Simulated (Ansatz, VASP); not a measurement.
**One calculation of YAl5N6, two programs**

```
Y Al N
1.0
     0.00006    0.00006    5.09980
     5.63487   -0.00009    0.00007
    -2.81751    4.87952    0.00003
Y Al N
1 5 6
Direct
  0.97519 0.00001 0.00000
  0.99658 0.66667 0.33333
  0.99658 0.33334 0.66667
  0.50200 0.00000 0.34963
  0.50200 0.65037 0.65037
  0.50200 0.34964 0.00000
  0.37374 0.66668 0.33334
  0.37374 0.33335 0.66667
  0.44250 0.00001 0.00000
  0.87190 0.99999 0.38524
  0.87190 0.61474 0.61475
  0.87189 0.38523 0.00000
```

Change from the starting cell: cell x1, atoms moved at random (sigma 0.05 Å) and cell strained at random (1.5 %), then relaxed without symmetry.

Alike in both runs: functional PBE; k mesh 4 × 3 × 3; occupations gaussian, width 0.1 eV; no spin polarisation.

Ansatz relaxed the structure, and its values are those at the end. VASP's run is a single point on that final structure, the one shown.

|  | VASP | Ansatz |
| --- | --- | --- |
| version | VASP 6.6.1 | Ansatz 0.2.0 |
| potentials or method | VASP PAW PBE potentials, release 64 (Y_sv, Al, N) | scalar-relativistic, plane waves, PAW |
| plane-wave cutoff (eV) | 520 | 420 |
| valence electrons in the cell | 56 | 56 |

|  | VASP | Ansatz | Ansatz less VASP |
| --- | --- | --- | --- |
| gap on the k mesh at the Fermi level (eV) | 3.39 | 3.39 | -0.001 |
| least direct gap on the mesh (eV) | 3.47 | 3.47 | -0.001 |
| pressure (GPa) | -0.3 | 0.0 | +0.24 |

Caveats: the k mesh is coarse (spacing up to 0.43 Å⁻¹), so the values aren't converged; an odd mesh through Γ misses points on the zone boundary, where band edges often lie.
